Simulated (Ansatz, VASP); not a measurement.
# Cross-check of PtSe2 between VASP and Ansatz, part 2 of 2

Aim: how closely do two programs agree when they are given the same cell, functional and k mesh? The structure shown is the end of the Ansatz relaxation below.

VASP 6.6.1 and Ansatz 0.2.0.

So far: Starting point; Ansatz: relaxation, PBE with D3(BJ); VASP: single point, PBE with D3(BJ).

### Step 3. VASP: single point, PBE with D3(BJ) (continued)

Level of this step: PBE with D3(BJ); plane waves and PAW (Pt, Se) (VASP).

Numbers of over 12 decimals in the logs are rounded to 6 here.

OUTCAR, selected parts (step 3):

```text
ion  position               nearest neighbor table
   1  0.000  1.000  0.323-   5 2.51   5 2.51   5 2.51   4 2.53   4 2.53   4 2.53
   2  0.000  0.000  0.500-   7 2.52   6 2.52   6 2.52   7 2.52   6 2.52   7 2.52
   3  1.000  0.000  0.677-   8 2.51   8 2.51   8 2.51   9 2.53   9 2.53   9 2.53
   4  0.667  0.333  0.276-   1 2.53   1 2.53   1 2.53
   5  0.333  0.667  0.370-   1 2.51   1 2.51   1 2.51
   6  0.667  0.333  0.453-   2 2.52   2 2.52   2 2.52
   7  0.333  0.667  0.547-   2 2.52   2 2.52   2 2.52
   8  0.667  0.333  0.630-   3 2.51   3 2.51   3 2.51
   9  0.333  0.667  0.724-   3 2.53   3 2.53   3 2.53

  LATTYP: Found a hexagonal cell.
 ALAT       =     3.7469004918
 C/A-ratio  =     7.3737114344

 Subroutine GETGRP returns: Found 12 space group operations
 (whereof 12 operations were pure point group operations)

The static configuration has the point symmetry D_3d.

 Found     28 irreducible k-points:

   k-points           NKPTS =     28   k-points in BZ     NKDIM =     28   number of bands    NBANDS=     42

   dimension x,y,z NGX =    28 NGY =   28 NGZ =  210
   dimension x,y,z NGXF=    56 NGYF=   56 NGZF=  420

   ENCUT  =  500.0 eV  36.75 Ry    6.06 a.u.   6.83  6.83 50.37*2*pi/ulx,y,z

   NELECT =      66.0000    total number of electrons

 k-points in reciprocal lattice and weights: Automatic mesh
   0.00000000  0.00000000  0.00000000       0.005
   0.10000000  0.00000000  0.00000000       0.030
   0.20000000  0.00000000  0.00000000       0.030
   0.30000000  0.00000000  0.00000000       0.030
   0.40000000  0.00000000  0.00000000       0.030
   0.50000000  0.00000000  0.00000000       0.015
   0.10000000  0.10000000  0.00000000       0.030
   0.20000000  0.10000000  0.00000000       0.060
   0.30000000  0.10000000  0.00000000       0.060
[...]
0.40000000  0.20000000  0.50000000       0.030
   0.30000000  0.30000000  0.50000000       0.030

 average (electrostatic) potential at core
       1 -73.7427       2 -73.7820       3 -73.7427       4 -57.6948       5 -57.9573
       6 -57.9662       7 -57.9662       8 -57.9573       9 -57.6948

 E-fermi :   1.3885

 k-point     1 :       0.0000    0.0000    0.0000
  band No.  band energies     occupation
    ...
     28       0.1483      2.00000
     29       0.1483      2.00000
     30       0.3321      2.00000
     31       0.3321      2.00000
     32       0.3710      2.00000
     33       1.4525      0.07811
     34       2.6955      0.00000
     35       2.6955      0.00000
     36       3.1773      0.00000
     37       3.1773      0.00000
    ...

 k-point     2 :       0.1000    0.0000    0.0000
  band No.  band energies     occupation
    ...
     29       0.1437      2.00000
     30       0.1622      2.00000
     31       0.3485      2.00000
     32       1.0174      2.00000
     33       1.3470      1.77650
     34       2.4197      0.00000
     35       2.5122      0.00000
     36       2.6030      0.00000
     37       2.8799      0.00000
     38       3.0437      0.00000
    ...

 k-point     3 :       0.2000    0.0000    0.0000
  band No.  band energies     occupation
    ...
     29      -0.0058      2.00000
     30       0.0591      2.00000
     31       0.2422      2.00000
     32       0.3344      2.00000
     33       0.9443      2.00000
     34       1.8085      0.00000
     35       2.1305      0.00000
     36       2.2610      0.00000
     37       2.8118      0.00000
     38       2.8478      0.00000
    ...

 Edisp (eV)   -3.77652

  Total      -0.00411    -0.00411    -0.07198     0.00000     0.00000     0.00000
  in kB      -0.01961    -0.01961    -0.34332     0.00000     0.00000     0.00000
  external pressure =       -0.13 kB  Pullay stress =        0.00 kB

  energy-cutoff  :      500.00
  volume of cell :      335.92
      direct lattice vectors                 reciprocal lattice vectors
     3.746900492  0.000000000  0.000000000     0.266887258  0.154087431  0.000000000
    -1.873450246  3.244911011  0.000000000     0.000000000  0.308174861  0.000000000
     0.000000000  0.000000000 27.628563000     0.000000000  0.000000000  0.036194427

 POSITION                                       TOTAL-FORCE (eV/Angst)
 -----------------------------------------------------------------------------------
     -1.87345      3.24491      8.92756        -0.000000      0.000000     -0.000635
      0.00000      0.00000     13.81428        -0.000000      0.000000     -0.000000
      3.74690      0.00000     18.70100        -0.000000      0.000000      0.000635
      1.87345      1.08164      7.61260        -0.000000      0.000000     -0.000679
      0.00000      2.16327     10.20926         0.000000      0.000000      0.006083
      1.87345      1.08164     12.52006        -0.000000     -0.000000     -0.005390
      0.00000      2.16327     15.10850         0.000000      0.000000      0.005390
      1.87345      1.08164     17.41930         0.000000      0.000000     -0.006083
     -0.00000      2.16327     20.01596         0.000000     -0.000000      0.000679
 -----------------------------------------------------------------------------------
    total drift:                               -0.000000     -0.000000     -0.000000

  FREE ENERGIE OF THE ION-ELECTRON SYSTEM (eV)
  ---------------------------------------------------
  free  energy   TOTEN  =       -46.4531819672 eV

  energy  without entropy=      -46.4506905994  energy(sigma->0) =      -46.45193628

 total charge
# of ion       s       p       d       tot
------------------------------------------
    1        0.673   0.685   8.007   9.365
    2        0.677   0.683   8.022   9.383
    3        0.673   0.685   8.007   9.365
    4        1.478   2.241   0.055   3.774
    5        1.486   2.226   0.071   3.782
    6        1.487   2.224   0.070   3.781
    7        1.487   2.224   0.070   3.781
    8        1.486   2.226   0.071   3.782
    9        1.478   2.241   0.055   3.774
--------------------------------------------------
tot         10.927  15.435  24.425  50.787

[... 3 further parts left out ...]
```

The run ends at a pressure of -0.01 GPa, with forces up to 0.0061 eV/Å.

### Step 4. Comparison

Known differences besides the potentials themselves: the data sets hold 150 valence electrons in Ansatz (on its PAW soft_1 files) and 66 in VASP; the cutoff is 600 eV in Ansatz and 500 eV in VASP; Ansatz's pressure holds a Pulay correction, VASP's none. Total energies have different zeros and are not compared.

The two programs side by side:

| quantity | Ansatz | VASP | difference |
| --- | --- | --- | --- |
| pressure (GPa) | 0.00 | -0.01 | +0.01 |

At this near-relaxed geometry the largest component of a force difference is 5 meV/Å. With vacuum in the cell, a pressure given here is an average over mostly empty space and none of the material.

### Step 5. Summary of results

```json
{
  "difference in pressure (single point, PBE with D3(BJ))": "0.0092 GPa"
}
```

What this shows: The difference in pressure is 0.0092 GPa (single point, PBE with D3(BJ)), within the 1 GPa picked in this series as the mark of a large difference. The data sets hold unlike numbers of valence electrons (150 in Ansatz and 66 in VASP), so part of the differences comes from the potentials. How closely two codes agree says nothing of how well the functional describes the real material.

[Lines on the potential files, build, host, timing and source positions are cut from VASP's logs without a mark.]

[Logs are printed without paths, hosts, clocks, repeated set-up lines and the standing remarks that a program may print on its own settings, such as how far it seeks lower states.]

[Hosts, paths, dates, database ids (printed as entryN), source tags and the programs' standing remarks are cut or masked in the printed files.]
